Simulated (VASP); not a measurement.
# Rb3Ba (Fm-3m) in VASP: a series of runs

The runs below take Rb3Ba through single point, with PBE, RPBE.

Program: VASP 6.6.1. These are calculated values, not measurements. Logs are shortened: lines on timing, memory, paths and dates and some standing lists are left out, and cuts for length are marked.

**1. Starting point**

It takes space group Fm-3m (No. 225, cubic). Conventional cell: a = 11.029 Å, b = 11.029 Å, c = 11.029 Å, α = 90.00°, β = 90.00°, γ = 90.00°.

The cell comes from a database or a generator and needn't be the stable form of this composition.

**2. Single point, PBE**

Input file INCAR:

```
ALGO = Normal
EDIFF = 1E-6
ENCUT = 520
GGA = PE
ISIF = 2
ISMEAR = 0
LASPH = True
LCHARG = False
LREAL = False
LWAVE = False
NBANDS = 26
NELM = 100
PREC = Accurate
SIGMA = 0.1
```

Input file KPOINTS:

```
k-points
0
Gamma
  2 2 2
```

Input file POSCAR:

```
Rb3Ba
1.0
    0.0000000000      5.5144300000      5.5144300000
    5.5144300000      0.0000000000      5.5144300000
    5.5144300000      5.5144300000      0.0000000000
Rb Ba
3 1
Direct
    0.2500000000      0.2500000000      0.2500000000
    0.7500000000      0.7500000000      0.7500000000
    0.5000000000      0.5000000000      0.5000000000
    0.0000000000      0.0000000000      0.0000000000
```

Potentials or basis: VASP PAW PBE potentials, release 64 (Rb_sv, Ba_sv).

Started as:

```bash
$ cat potpaw_PBE.64/Rb_sv/POTCAR potpaw_PBE.64/Ba_sv/POTCAR > POTCAR
$ mpirun -np 1 vasp_std > vasp.out
```

OUTCAR:

```text
EDIFF = 1E-6
   ENCUT = 520
   GGA = PE
   ISIF = 2
   ISMEAR = 0
   LASPH = True
   LREAL = False
   NELM = 100
   PREC = Accurate

 ion  position               nearest neighbor table
   1  0.250  0.250  0.250-   4 4.78   4 4.78   4 4.78   3 4.78   4 4.78   3 4.78   3 4.78   3 4.78
                             2 5.51   2 5.51   2 5.51   2 5.51   2 5.51   2 5.51
   2  0.750  0.750  0.750-   3 4.78   3 4.78   3 4.78   3 4.78   4 4.78   4 4.78   4 4.78   4 4.78
                             1 5.51   1 5.51   1 5.51   1 5.51   1 5.51   1 5.51
   3  0.500  0.500  0.500-   1 4.78   1 4.78   1 4.78   1 4.78   2 4.78   2 4.78   2 4.78   2 4.78

   4  0.000  0.000  0.000-   2 4.78   2 4.78   2 4.78   1 4.78   2 4.78   1 4.78   1 4.78   1 4.78

  LATTYP: Found a face centered cubic cell.
 ALAT       =    11.0288600000

  Lattice vectors:

 A1 = (   0.0000000000,   5.5144300000,   5.5144300000)
 A2 = (   5.5144300000,   0.0000000000,   5.5144300000)
 A3 = (   5.5144300000,   5.5144300000,   0.0000000000)

Analysis of symmetry for initial positions (statically):
=====================================================================
 Subroutine PRICEL returns:
 Original cell was already a primitive cell.

 Routine SETGRP: Setting up the symmetry group for a
 face centered cubic supercell.

 Subroutine GETGRP returns: Found 48 space group operations
 (whereof 48 operations were pure point group operations)
 out of a pool of 48 trial point group operations.

The static configuration has the point symmetry O_h .

Analysis of symmetry for dynamics (positions and initial velocities):
=====================================================================
 Subroutine PRICEL returns:
 Original cell was already a primitive cell.

 Routine SETGRP: Setting up the symmetry group for a
 face centered cubic supercell.

 Subroutine GETGRP returns: Found 48 space group operations
 (whereof 48 operations were pure point group operations)
 out of a pool of 48 trial point group operations.

The dynamic configuration has the point symmetry O_h .

 Subroutine INISYM returns: Found 48 space group operations
 (whereof 48 operations are pure point group operations),
 and found     1 'primitive' translations

----------------------------------------------------------------------------------------

                                     Primitive cell

  volume of cell :     335.3759

  direct lattice vectors                    reciprocal lattice vectors
     0.000000000  5.514430000  5.514430000    -0.090671203  0.090671203  0.090671203
     5.514430000  0.000000000  5.514430000     0.090671203 -0.090671203  0.090671203
     5.514430000  5.514430000  0.000000000     0.090671203  0.090671203 -0.090671203

  length of vectors
     7.798581695  7.798581695  7.798581695     0.157047130  0.157047130  0.157047130

  position of ions in fractional coordinates (direct lattice)
     0.250000000  0.250000000  0.250000000
     0.750000000  0.750000000  0.750000000
     0.500000000  0.500000000  0.500000000
     0.000000000  0.000000000  0.000000000

  ion indices of the primitive-cell ions
   primitive index   ion index
                 1           1
                 2           2
                 3           3
                 4           4

----------------------------------------------------------------------------------------

 KPOINTS: k-points

Automatic generation of k-mesh.
 Grid dimensions read from file:
 generate k-points for:    2    2    2

 Generating k-lattice:

  Cartesian coordinates                     Fractional coordinates (reciprocal lattice)
    -0.045335601  0.045335601  0.045335601     0.500000000  0.000000000  0.000000000
     0.045335601 -0.045335601  0.045335601     0.000000000  0.500000000  0.000000000
     0.045335601  0.045335601 -0.045335601     0.000000000  0.000000000  0.500000000

  Length of vectors
     0.078523565  0.078523565  0.078523565

  Shift w.r.t. Gamma in fractional coordinates (k-lattice)
     0.000000000  0.000000000  0.000000000

 Subroutine IBZKPT returns following result:
 ===========================================

 Found      3 irreducible k-points:

 Following reciprocal coordinates:
            Coordinates               Weight
  0.000000  0.000000  0.000000      1.000000
  0.500000  0.000000  0.000000      4.000000
  0.500000  0.500000  0.000000      3.000000
   k-points           NKPTS =      3   k-points in BZ     NKDIM =      3   number of bands    NBANDS=     26
   number of dos      NEDOS =    301   number of ions     NIONS =      4
   total plane-waves  NPLWV = 216000
   dimension x,y,z NGX =    60 NGY =   60 NGZ =   60
   dimension x,y,z NGXF=   120 NGYF=  120 NGZF=  120
   ions per type =               3   1
   NGX,Y,Z   is equivalent  to a cutoff of  12.79, 12.79, 12.79 a.u.
   NGXF,Y,Z  is equivalent  to a cutoff of  25.58, 25.58, 25.58 a.u.
 SYSTEM =  unknown system
   PREC   = accura    normal or accurate (medium, high low for compatibility)
   ISTART =      0    job   : 0-new  1-cont  2-samecut
   ICHARG =      2    charge: 1-file 2-atom 10-const
   ISPIN  =      1    spin polarized calculation?
   LNONCOLLINEAR =      F non collinear calculations
   LSORBIT =      F    spin-orbit coupling
   LASPH  =      T    aspherical Exc in radial PAW
   ENCUT  =  520.0 eV  38.22 Ry    6.18 a.u.  14.50 14.50 14.50*2*pi/ulx,y,z
   NELM   =    100;   NELMIN=  2; NELMDL= -5     # of ELM steps
   EDIFF  = 0.1E-05   stopping-criterion for ELM
   LREAL  =      F    real-space projection
   EDIFFG = 0.1E-04   stopping-criterion for IOM
   NSW    =      0    number of steps for IOM
   IBRION =     -1    ionic relax: 0-MD 1-quasi-New 2-CG
   NFREE  =      0    steps in history (QN), initial steepest desc. (CG)
   ISIF   =      2    stress and relaxation
   ISYM   =      2    0-nonsym 1-usesym 2-fastsym
   POTIM  = 0.5000    time-step for ionic-motion
   TEBEG  =    0.0;   TEEND  =   0.0 temperature during run
   PSTRESS=    0.0 pullay stress
   NELECT =      37.0000    total number of electrons
   NUPDOWN=      -1.0000    fix difference up-down
   EMIN   =  10.00;   EMAX   =-10.00  energy-range for DOS
   EFERMI =   0.00;   METHOD = LEGACY
   ISMEAR =     0;   SIGMA  =   0.10  broadening in eV -4-tet -1-fermi 0-gaus
   EFERMI_NEDOS =   21; number of points for ismear=-14 and -15
   IALGO  =     38    algorithm
   IMIX   =      4    mixing-type and parameters
     AMIX     =   0.40;   BMIX     =  1.00
     AMIX_MAG =   1.60;   BMIX_MAG =  1.00
  volume/ion in A,a.u.               =      83.84       565.81
  Fermi-wavevector in a.u.,A,eV,Ry     =   0.785172  1.483760  8.387924  0.616495
  Thomas-Fermi vector in A             =   1.889454
   LORBIT       =      0    0 simple, 1 ext, 2 COOP (PROOUT), +10 PAW based schemes
   GGA     = PE    functional components
   LHFCALC =     F    Hartree Fock is set to
   AEXX    =    0.0000 exact exchange contribution
   IVDW    =     0    specifies the selected vdW correction
   LEPSILON=     F    determine dielectric tensor
   LRPA    =     F    only Hartree local field effects (RPA)
 non-spin polarized calculation
 Gauss-broadening in eV      SIGMA  =   0.10
  energy-cutoff  :      520.00
  volume of cell :      335.38
 maximum number of plane-waves:      9185
 NGX is ok and might be reduce to    60
   NGX = 29   NGY = 29   NGZ = 29

 number of electron      37.0000000 magnetization

 Free energy of the ion-electron system (eV)
  ---------------------------------------------------
  ext. energy  EPLUGINS =         0.00000000
  ---------------------------------------------------
  free energy    TOTEN  =        -4.48830376 eV

  energy without entropy =       -4.46334567  energy(sigma->0) =       -4.47582471

 E-fermi :   0.2281     XC(G=0):  -5.9052

 val. band max:        0.1805552559   @ k =   0.5000   0.5000   0.0000
 cond. band min:       0.7590445676   @ k =   0.5000   0.0000   0.0000
 fundamental gap:      0.5784893117
 Fermi energy:         0.2281004521

 k-point     1 :       0.0000    0.0000    0.0000
  band No.  band energies     occupation
      1     -29.7898      2.00000
      2     -28.3209      2.00000
      3     -28.2210      2.00000
      4     -28.2201      2.00000
      5     -14.9046      2.00000
      6     -14.9046      2.00000
      7     -14.9046      2.00000
      8     -12.4199      2.00000
      9     -12.4199      2.00000
     10     -12.4199      2.00000
     11     -12.3274      2.00000
     12     -12.3274      2.00000
     13     -12.3274      2.00000
     14     -12.2996      2.00000
     15     -12.2996      2.00000
     16     -12.2996      2.00000
     17      -1.8957      2.00000
     18       0.7865      0.00000
     19       0.7865      0.00000
     20       0.8381      0.00000
     21       0.8381      0.00000
     22       0.8381      0.00000
     23       1.5706      0.00000
     24       1.5706      0.00000
     25       1.5706      0.00000
     26       2.9285      0.00000

 k-point     2 :       0.5000    0.0000    0.0000
  band No.  band energies     occupation
      1     -29.7898      2.00000
      2     -28.3208      2.00000
      3     -28.2207      2.00000
      4     -28.2206      2.00000
      5     -14.9049      2.00000
      6     -14.9048      2.00000
      7     -14.9048      2.00000
      8     -12.4248      2.00000
      9     -12.4248      2.00000
     10     -12.4199      2.00000
     11     -12.3183      2.00000
     12     -12.3175      2.00000
     13     -12.3175      2.00000
     14     -12.3103      2.00000
     15     -12.3044      2.00000
     16     -12.3044      2.00000
     17      -0.9336      2.00000
     18      -0.6001      2.00000
     19       0.7590      0.00000
     20       0.7590      0.00000
     21       0.9061      0.00000
     22       1.2665      0.00000
     23       1.2665      0.00000
     24       1.3679      0.00000
     25       1.3679      0.00000
     26       1.9694      0.00000

 k-point     3 :       0.5000    0.5000    0.0000
  band No.  band energies     occupation
      1     -29.7898      2.00000
      2     -28.3207      2.00000
      3     -28.2208      2.00000
      4     -28.2205      2.00000
      5     -14.9051      2.00000
      6     -14.9051      2.00000
      7     -14.9046      2.00000
      8     -12.4303      2.00000
      9     -12.4303      2.00000
     10     -12.4113      2.00000
     11     -12.3321      2.00000
     12     -12.3080      2.00000
     13     -12.3080      2.00000
     14     -12.3079      2.00000
     15     -12.3079      2.00000
     16     -12.3059      2.00000
     17      -0.5956      2.00000
     18      -0.3034      2.00000
     19       0.1300      1.83467
     20       0.1806      1.49866
     21       1.1041      0.00000
     22       1.1041      0.00000
     23       1.2698      0.00000
     24       1.3463      0.00000
     25       1.3463      0.00000
     26       2.7297      0.00000

------------------------ aborting loop because EDIFF is reached ----------------------------------------

  FORCE on cell =-STRESS in cart. coord.  units (eV):
  Direction    XX          YY          ZZ          XY          YZ          ZX
  --------------------------------------------------------------------------------------
  -------------------------------------------------------------------------------------
  Total       -0.3891634     -0.3891634     -0.3891634     -0.0000000      0.0000000      0.0000000
  in kB       -1.8591340     -1.8591340     -1.8591340     -0.0000000      0.0000000      0.0000000
  external PRESSURE =      -1.8591340 kB  Pullay stress =       0.0000000 kB

 VOLUME and BASIS-vectors are now :
 -----------------------------------------------------------------------------
  energy-cutoff  :      520.00
  volume of cell :      335.38
      direct lattice vectors                 reciprocal lattice vectors
     0.000000000  5.514430000  5.514430000    -0.090671203  0.090671203  0.090671203
     5.514430000  0.000000000  5.514430000     0.090671203 -0.090671203  0.090671203
     5.514430000  5.514430000  0.000000000     0.090671203  0.090671203 -0.090671203

 POSITION                                       TOTAL-FORCE (eV/Angst)
 -----------------------------------------------------------------------------------
      2.75721      2.75721      2.75721         0.000000      0.000000      0.000000
      8.27164      8.27164      8.27164        -0.000000     -0.000000      0.000000
      5.51443      5.51443      5.51443         0.000000     -0.000000     -0.000000
      0.00000      0.00000      0.00000         0.000000     -0.000000     -0.000000
 -----------------------------------------------------------------------------------
    total drift:                                0.000000      0.000000     -0.000000

  FREE ENERGIE OF THE ION-ELECTRON SYSTEM (eV)
  ---------------------------------------------------
  free  energy   TOTEN  =        -4.4883037580 eV

  energy  without entropy=       -4.4633456667  energy(sigma->0) =       -4.47582471
```

Run time: 31 s. Hardware: 1 thread of Intel Xeon 6975P-C (Granite Rapids), shared host; peak memory 0.46 GiB.

Results:

```yaml
Free_energy: -4.4883 eV
Pressure: -0.2 GPa
Band_gap_on_the_k_mesh: none (metal or under the smearing width)
```

Caveat: the k mesh is coarse (spacing up to 0.49 Å⁻¹), so the values aren't converged. Spin-orbit coupling is left out, which matters for the levels of Ba.

[end of part 1 of 2]
